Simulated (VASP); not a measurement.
Here is the system:

```xyz
2
Lattice="0.0000 2.9676 2.9676 2.9676 0.0000 2.9676 2.9676 2.9676 0.0000" Properties=species:S:1:pos:R:3 pbc="T T T"
Pt     0.0000     0.0000     0.0000
Al     1.4838     1.4838     1.4838
```

All values below come from PBEsol GGA, VASP's PBE PAW potentials (set 64) (plane waves; VASP). Settings: 400 eV cut-off, 10×10×10 Γ-centred mesh, first-order Methfessel-Paxton smearing of 0.10 eV, potentials Pt Al.

Energy and stress use the plane-wave basis of the starting cell.

Problem. The ions, cell shape and volume are relaxed. Predict the relaxed structure.

Solution. 
```xyz
2
Lattice="0.0000 2.7672 2.7672 2.7672 0.0000 2.7672 2.7672 2.7672 0.0000" Properties=species:S:1:pos:R:3 pbc="T T T"
Pt     5.5343     2.7672     2.7672
Al     1.3836     1.3836     1.3836
```
Space group F-43m (216), at a tolerance of 0.03 Å.

Problem. How do energy and volume change from the first to the last step?

Solution. The energy (σ→0) changes by -235.0 meV/atom and the volume by -18.9 %, in 6 ionic steps.

```csv
step,E(σ→0) (eV),max force (eV/Å),pressure (GPa),volume (Å³)
1,-10.9942,0.000,-12.51,52.27
2,-11.3228,0.000,12.22,38.30
3,-11.4641,0.000,-0.13,42.44
4,-11.4641,0.000,0.30,42.25
5,-11.4641,0.000,-0.26,42.48
6,-11.4642,0.000,0.01,42.38
```

The structure was generated: PtAl was put into the zinc blende type (F-43m), which need not be its known phase. This run relaxes it. Symmetry was kept, so distortions that lower it aren't found. The electron count is odd and the run is not spin-polarised, which forces a metal.
